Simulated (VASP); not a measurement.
These are PBE GGA, VASP's PBE PAW potentials (set 64) (plane waves; VASP) values and carry that method's errors.

A VASP calculation is set up with these files.

INCAR:
```
# general
SYSTEM  = CdF2
PREC    = Accurate
ENCUT   = 520
LREAL   = .FALSE.
LASPH   = .TRUE.
ICHARG  = 11

# electronic loop
EDIFF   = 1E-7
NELM    = 100
ALGO    = Normal
LMAXMIX = 4

# smearing
ISMEAR  = 0
SIGMA   = 0.05

# functional
GGA     = PE

# output
LWAVE   = .FALSE.
LCHARG  = .FALSE.
LORBIT  = 11
```

### POSCAR
```
CdF2
1
    0.0000000000     2.7463675876     2.7463675876
    2.7463675876     0.0000000000     2.7463675876
    2.7463675876     2.7463675876     0.0000000000
Cd F
1 2
Direct
  0.0000000000   1.0000000000   0.0000000000
  0.2500000000   0.2500000000   0.2500000000
  0.7500000000   0.7500000000   0.7500000000
```

File KPOINTS:
```
k-points along high-symmetry lines
15
Line-mode
Reciprocal
  0.000000   0.000000   0.000000 ! GAMMA
  0.500000   0.000000   0.500000 ! X

  0.500000   0.000000   0.500000 ! X
  0.625000   0.250000   0.625000 ! U

  0.375000   0.375000   0.750000 ! K
  0.000000   0.000000   0.000000 ! GAMMA

  0.000000   0.000000   0.000000 ! GAMMA
  0.500000   0.500000   0.500000 ! L

  0.500000   0.500000   0.500000 ! L
  0.500000   0.250000   0.750000 ! W

  0.500000   0.250000   0.750000 ! W
  0.500000   0.000000   0.500000 ! X
```

POTCAR, in this order: Cd F (PBE.64 set). Program: vasp_std. Read from the step before: CHGCAR.

The run wrote:

File OSZICAR:
```
       N       E                     dE             d eps       ncg     rms          rms(c)
DAV:   1     0.197777507734E+03    0.19778E+03   -0.15685E+04  3148   0.154E+03
DAV:   2    -0.206430606650E+01   -0.19984E+03   -0.19522E+03  3611   0.381E+02
DAV:   3    -0.103832260121E+02   -0.83189E+01   -0.83026E+01  3252   0.859E+01
DAV:   4    -0.104264948519E+02   -0.43269E-01   -0.43262E-01  3484   0.614E+00
DAV:   5    -0.104266680573E+02   -0.17321E-03   -0.17320E-03  3279   0.348E-01
DAV:   6    -0.104266689765E+02   -0.91919E-06   -0.91925E-06  3463   0.253E-02
DAV:   7    -0.104266689815E+02   -0.50964E-08   -0.50845E-08  2688   0.181E-03
   1 F= -.10426669E+02 E0= -.10426669E+02  d E =-.447593E-11
```

OUTCAR:
```
 val. band max:       -1.7270352125   @ k =   0.5000   0.2500   0.7500

 cond. band min:       1.1368498202   @ k =   0.0000   0.0000   0.0000



 k-point     1 :       0.0000    0.0000    0.0000
  band No.  band energies     occupation
      1     -22.2305      2.00000
      2     -21.2758      2.00000
      3      -7.1944      2.00000
      4      -7.1944      2.00000
      5      -7.1944      2.00000
      6      -6.2232      2.00000
      7      -6.2232      2.00000
      8      -2.5619      2.00000
      9      -2.5619      2.00000
     10      -2.5619      2.00000
     11      -2.2916      2.00000
     12      -2.2916      2.00000
     13      -2.2916      2.00000
     14       1.1368      0.00000
     15      10.6917      0.00000
     16      10.6917      0.00000
     17      10.6917      0.00000

 k-point     2 :       0.0357    0.0000    0.0357
  band No.  band energies     occupation
      1     -22.2251      2.00000
      2     -21.2800      2.00000
      3      -7.1881      2.00000
      4      -7.1881      2.00000
      5      -7.1796      2.00000
      6      -6.2279      2.00000
      7      -6.2220      2.00000
      8      -2.6174      2.00000
      9      -2.5890      2.00000
     10      -2.5890      2.00000
     11      -2.2900      2.00000
     12      -2.2793      2.00000
     13      -2.2793      2.00000
     14       1.2034      0.00000
     15      10.6019      0.00000
     16      10.7119      0.00000
     17      10.7119      0.00000

 k-point     3 :       0.0714    0.0000    0.0714
  band No.  band energies     occupation
      1     -22.2107      2.00000
      2     -21.2923      2.00000
      3      -7.1693      2.00000
      4      -7.1693      2.00000
      5      -7.1359      2.00000
      6      -6.2421      2.00000
      7      -6.2185      2.00000
      8      -2.7712      2.00000
      9      -2.6626      2.00000
     10      -2.6626      2.00000
     11      -2.2854      2.00000
     12      -2.2495      2.00000
...
```

The density is held fixed in this step, so its total energy and stress have no physical meaning.

The compound is CdF2 in the fluorite structure. It was relaxed first, which changed the volume by +6 %.
